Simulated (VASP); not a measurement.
Input:

```
CELL_PARAMETERS angstrom
     -1.58084     1.58084     1.58084
      1.58084    -1.58084     1.58084
      1.58084     1.58084    -1.58084
ATOMIC_POSITIONS crystal
  W  0.00000 0.00000 0.00000
```

These are vdW-DF-cx, VASP's PBE PAW potentials (set 64) (plane waves; VASP) values and carry that method's errors. Numerical set-up: 520 eV cut-off, Gaussian smearing of 0.050 eV, potentials W_sv.

Give the energies of bands 5 to 10 at the high-symmetry points, in eV from the Fermi level.

```tsv
band	Γ	H	N	P
5	-9.68	-5.89	-6.33	-3.00
6	-1.28	-5.89	-3.62	-3.00
7	-1.28	5.14	0.70	-3.00
8	-1.28	5.14	2.11	3.25
9	2.22	5.14	3.09	3.25
10	2.22	8.27	6.13	6.58
```

It has no gap at this level: it comes out as a metal or semimetal.

The compound is W in the bcc structure. It was relaxed first.
